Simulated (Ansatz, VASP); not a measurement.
# One calculation of LaF4, two programs

```xyz
5
Lattice="3.5492 0.0000 0.0000 -1.7746 3.0737 0.0000 0.0000 0.0000 7.2440" Properties=species:S:1:pos:R:3 pbc="T T T"
La    0.0000    0.0000    3.6220
F     0.0000    2.0491    2.8452
F     1.7746    1.0246    2.8452
F     1.7746    1.0246    4.3988
F     0.0000    2.0491    4.3988
```

Alike in both runs: task single point; functional PBE; k mesh 6 × 6 × 4; occupations gaussian, width 0.1 eV; no spin polarisation.

|  | VASP | Ansatz |
| --- | --- | --- |
| version | VASP 6.6.1 | Ansatz 0.2.0 |
| potentials or method | VASP PAW PBE potentials, release 64 (La, F) | scalar-relativistic, plane waves, PAW |
| plane-wave cutoff (eV) | 520 | 420 |
| valence electrons in the cell | 39 | 39 |

|  | VASP | Ansatz | Ansatz less VASP |
| --- | --- | --- | --- |
| gap on the k mesh at the Fermi level (eV) | none | none | - |
| rms of the force components (eV/Å) | 8.146 | 8.114 | -0.0321 |

Atom by atom the forces differ by 0.032 eV/Å (rms over components). A gap of «none» marks a metal or a gap that the smearing closes.

Caveats: an odd number of electrons without spin polarisation forces a metal; a magnetic or distorted state may lie lower. Spin-orbit coupling is left out, which matters for the levels of La.
